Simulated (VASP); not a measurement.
Method: PBEsol GGA, VASP's PBE PAW potentials (set 64) (plane waves; VASP 6.6.1).

VASP ran on this input.

File KPOINTS:
```
Automatic mesh
0
Gamma
12 12 12
0 0 0
```

INCAR:
```
# general
SYSTEM   =  Ce
PREC     =  Accurate
ENCUT    =  300
LREAL    =  .False.
LASPH    =  .True.

# electronic loop
EDIFF    =  1E-6
NELM     =  100
ALGO     =  Normal
LMAXMIX  =  6

# smearing
ISMEAR   =  -1
SIGMA    =  0.05

# functional
GGA      =  PS

# ions
ISIF     =  2

# output
LWAVE    =  .False.
LCHARG   =  .False.
```

### POSCAR
```
Ce
3.3369460
  0.0000000000   0.7071067377   0.7071067377
  0.7071067377   0.0000000000   0.7071067377
  0.7071067377   0.7071067377   0.0000000000
Ce
1
Cart
  0.0000000000   0.0000000000   0.0000000000
```

POTCAR, in this order: Ce (PBE.64 set). Program: vasp_std.

### Question
What will the output report for the number of irreducible k-points (NKPTS), largest plane-wave count, number of space-group operations, FFT grid (NGX, NGY, NGZ)?

### Answer

The number of irreducible k-points (NKPTS) is 72 and the largest plane-wave count is 331. The number of space-group operations is 48 and the FFT grid (NGX, NGY, NGZ) comes out as 20 × 20 × 20.

The structure comes from a computed database's Ce entry; how it stands against other phases isn't given here. The cell was not relaxed at this level. The run is one of a series of settings (GGA = PS against the base run), some of them coarse on purpose. The run is not spin-polarised, so no magnetic state was tried.
